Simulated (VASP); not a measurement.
Level of theory: PBE GGA, VASP's PBE PAW potentials (set 64) (plane waves; VASP 6.6.1).

The input files of a VASP run:

### KPOINTS
```
Automatic mesh
0
Gamma
1 1 1
0 0 0
```

File POSCAR:
```
LaB6
1
    4.1526100000     0.0000000000     0.0000000000
    0.0000000000     4.1526100000     0.0000000000
    0.0000000000     0.0000000000     4.1526100000
La B
1 6
Direct
 -0.0019350000  -0.0020970000   0.0037610000
  0.7999450000   0.5016550000   0.5004120000
  0.1994450000   0.5001850000   0.4950210000
  0.4998340000   0.7957990000   0.5006310000
  0.5050480000   0.1985770000   0.5000050000
  0.4953230000   0.5029360000   0.8018550000
  0.5023410000   0.5029450000   0.1983150000
```

### INCAR
```
! general
SYSTEM  = LaB6
PREC    = Accurate
ENCUT   = 400   ! plane-wave cut-off (eV)
LREAL   = F   ! projection in real space or not
LASPH   = T   ! aspherical one-centre terms

! electronic loop
EDIFF   = 1E-6   ! SCF stop (eV)
NELM    = 100   ! most electronic steps
ALGO    = Normal   ! blocked Davidson
LMAXMIX = 6

! smearing
ISMEAR  = -1   ! Fermi-Dirac
SIGMA   = 0.05

! functional
GGA     = PE   ! PBE

! ions
ISIF    = 2   ! forces and stress, cell fixed

! output
LWAVE   = F
LCHARG  = F
```

POTCAR, in this order: La B (PBE.64 set). Program: vasp_std.

The run wrote:

OUTCAR:
```
 ion  position               nearest neighbor table
   1  0.998  0.998  0.004-
   2  0.800  0.502  0.500-   3 1.66   4 1.75   5 1.76   7 1.76   6 1.78
   3  0.199  0.500  0.495-   2 1.66   4 1.75   7 1.76   6 1.77   5 1.78
   4  0.500  0.796  0.501-   5 1.67   6 1.74   2 1.75   7 1.75   3 1.75
   5  0.505  0.199  0.500-   4 1.67   2 1.76   7 1.78   6 1.78   3 1.78
   6  0.495  0.503  0.802-   7 1.65   4 1.74   3 1.77   2 1.78   5 1.78
   7  0.502  0.503  0.198-   6 1.65   4 1.75   3 1.76   2 1.76   5 1.78
  LATTYP: Found a simple cubic cell.
 ALAT       =     4.1526100000
 Subroutine PRICEL returns:
 Original cell was already a primitive cell.
 Subroutine GETGRP returns: Found  1 space group operations
The static configuration has the point symmetry C_1 .
The dynamic configuration has the point symmetry C_1 .
 Subroutine INISYM returns: Found  1 space group operations
 Subroutine IBZKPT returns following result:
 Found      1 irreducible k-points:

 Following reciprocal coordinates:
            Coordinates               Weight
  0.000000  0.000000  0.000000      1.000000
   k-points           NKPTS =      1   k-points in BZ     NKDIM =      1   number of bands    NBANDS=     18
   number of dos      NEDOS =    301   number of ions     NIONS =      7
   total plane-waves  NPLWV =  21952
...
```

### OSZICAR
```
       N       E                     dE             d eps       ncg     rms          rms(c)
DAV:   1     0.213581793083E+03    0.21358E+03   -0.99066E+03    36   0.178E+03
DAV:   2    -0.295883557363E+02   -0.24317E+03   -0.23923E+03    60   0.335E+02
DAV:   3    -0.471766270711E+02   -0.17588E+02   -0.17458E+02    56   0.132E+02
DAV:   4    -0.480182853331E+02   -0.84166E+00   -0.81117E+00    72   0.232E+01
DAV:   5    -0.480446719165E+02   -0.26387E-01   -0.23419E-01    48   0.354E+00    0.931E+00
DAV:   6    -0.431666362364E+02    0.48780E+01   -0.17104E+01    46   0.211E+01    0.461E+00
DAV:   7    -0.428110798701E+02    0.35556E+00   -0.21559E+00    52   0.977E+00    0.224E+00
DAV:   8    -0.428135829517E+02   -0.25031E-02   -0.27915E-01    62   0.429E+00    0.119E+00
DAV:   9    -0.428202854735E+02   -0.67025E-02   -0.31241E-02    46   0.119E+00    0.528E-01
DAV:  10    -0.428240201848E+02   -0.37347E-02   -0.94129E-03    52   0.900E-01    0.109E-01
DAV:  11    -0.428240144035E+02    0.57813E-05   -0.18579E-03    48   0.284E-01    0.568E-02
DAV:  12    -0.428241112752E+02   -0.96872E-04   -0.48250E-04    72   0.157E-01    0.203E-02
DAV:  13    -0.428241272490E+02   -0.15974E-04   -0.54863E-05    56   0.469E-02    0.558E-03
DAV:  14    -0.428241277163E+02   -0.46726E-06   -0.36577E-06    48   0.169E-02
   1 F= -.42824128E+02 E0= -.42757780E+02  d E =-.132695E+00
```

### OUTCAR
```
------------------------ aborting loop because EDIFF is reached ----------------------------------------
  FORCE on cell =-STRESS in cart. coord.  units (eV):
  Direction    XX          YY          ZZ          XY          YZ          ZX
  --------------------------------------------------------------------------------------
  Total        5.8646421      5.9793079      5.8090978     -0.1459976     -0.0351438     -0.0890215
  in kB      131.2165628    133.7821171    129.9738057     -3.2665778     -0.7863145     -1.9917842
  external PRESSURE =     131.6574952 kB  Pullay stress =       0.0000000 kB
  volume of cell :       71.61
      direct lattice vectors                 reciprocal lattice vectors
     4.152610000  0.000000000  0.000000000     0.240812405  0.000000000  0.000000000
     0.000000000  4.152610000  0.000000000     0.000000000  0.240812405  0.000000000
     0.000000000  0.000000000  4.152610000     0.000000000  0.000000000  0.240812405
 POSITION                                       TOTAL-FORCE (eV/Angst)
 -----------------------------------------------------------------------------------
      4.14457      4.14390      0.01562         0.008677      0.022633     -0.011889
      3.32186      2.08318      2.07802        -6.799991     -0.413281     -0.097826
      0.82822      2.07707      2.05563         6.973896     -0.109587      0.123791
      2.07562      3.30464      2.07893        -0.088639     -6.255132      0.097528
      2.09727      0.82461      2.07633         0.105272      7.158766      0.088298
      2.05688      2.08850      3.32979        -0.110957     -0.192177     -7.148779
      2.08603      2.08853      0.82352        -0.088258     -0.211223      6.948876
 -----------------------------------------------------------------------------------
    total drift:                               -0.001283     -0.001361      0.001892
  FREE ENERGIE OF THE ION-ELECTRON SYSTEM (eV)
  ---------------------------------------------------
  free  energy   TOTEN  =       -42.8241277163 eV

  energy  without entropy=      -42.6914327173  energy(sigma->0) =      -42.75778022
```
(Selected blocks of OUTCAR.)

At this cut-off the stress carries a Pulay error, which pulls relaxed volumes low.

The structure comes from a computed database's LaB6 entry; how it stands against other phases isn't given here. The cell was not relaxed at this level, atoms are displaced from their ideal sites. The k-mesh is coarse (spacing up to 1.51 per Å, 2π included), so the numbers may not be converged in it. The run is one of a series of settings (KPOINTS 1×1×1 Γ-centred mesh against the base run), some of them coarse on purpose. The electron count is odd and the run is not spin-polarised, which forces a metal.
